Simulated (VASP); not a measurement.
Ti3S2:

```
Ti S
1.0
     2.71311    1.56642    3.23762
    -2.71311    1.56642    3.23762
     0.00000   -3.13283    3.23762
Ti S
3 2
Direct
  0.00000 0.33565 0.66434
  0.66434 0.00000 0.33565
  0.33565 0.66434 0.00000
  0.16784 0.16784 0.16784
  0.83216 0.83216 0.83216
```

The cell comes from a database or a generator and needn't be the stable form of this composition.

| Item | Value |
| --- | --- |
| Program | VASP 6.6.1 |
| Task | single point |
| Functional | PBEsol |
| Potentials or basis | VASP PAW PBE potentials, release 64 (Ti_sv, S) |
| Cutoff | 520 eV |
| k mesh | 6 × 6 × 6 |
| Occupations | fermi-dirac, width 0.05 eV |
| Spin | no spin polarisation |

On this cell: pressure -4.3 GPa; largest force 0.036 eV/Å; band gap on the k mesh none (metal or under the smearing width).

The same run follows on a disturbed copy (atoms moved at random, drawn with an rms of 0.05 Å):

```
CELL_PARAMETERS angstrom
2.71311 1.56642 3.23762
-2.71311 1.56642 3.23762
0.00000 -3.13283 3.23762
ATOMIC_POSITIONS crystal
Ti 0.00504 0.33886 0.65433
Ti 0.66145 0.00702 0.33455
Ti 0.33258 0.65915 0.99989
S 0.14899 0.19212 0.16459
S 0.83772 0.83799 0.82778
```

**Question.** What does the disturbed cell give?

**Answer.** The energy (extrapolated to zero smearing) moves by +23.3 meV/atom; pressure -3.9 GPa; largest force 1.317 eV/Å; band gap on the k mesh none (metal or under the smearing width).

Forces on the atoms (eV/Å):
```
Ti  -0.396 -0.385  0.293
Ti  -0.115  0.050 -0.383
Ti  -0.412  0.722  0.931
S    1.230 -0.072 -0.465
S   -0.307 -0.315 -0.376
```

Stress tensor (GPa, compression positive):
```
-5.34 -1.37 -0.20
-1.37 -2.45  0.02
-0.20  0.02 -3.99
```

Caveats: the PAW data sets were made with another functional, which shifts forces and pressure a little.
